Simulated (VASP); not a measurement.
Here is the system:

```
CELL_PARAMETERS angstrom
     -3.12771     3.12771     3.12771
      3.12771    -3.12771     3.12771
      3.12771     3.12771    -3.12771
ATOMIC_POSITIONS crystal
  Cs 0.00000 0.00000 0.00000
```

Computed with r2SCAN meta-GGA with spin-orbit coupling, VASP's PBE PAW potentials (set 64) (plane waves; VASP). Settings: 400 eV cut-off, 8×8×8 Γ-centred mesh, Gaussian smearing of 0.050 eV, potentials Cs_sv.

Problem. Give the energies of bands 9 to 15 at the high-symmetry points, in eV from the Fermi level.

Solution. 
| band | Γ | H | N | P |
|---|---|---|---|---|
| 9 | -1.75 | 0.67 | 0.09 | 0.90 |
| 10 | -1.75 | 0.67 | 0.09 | 0.90 |
| 11 | 2.72 | 0.67 | 0.71 | 1.00 |
| 12 | 2.72 | 0.67 | 0.71 | 1.00 |
| 13 | 2.72 | 2.90 | 1.82 | 1.00 |
| 14 | 2.72 | 2.90 | 1.82 | 1.00 |
| 15 | 2.77 | 3.14 | 3.45 | 2.71 |

It has no gap at this level: it comes out as a metal or semimetal.

The compound is Cs in the bcc structure. It was relaxed first, which changed the volume by +8 %.
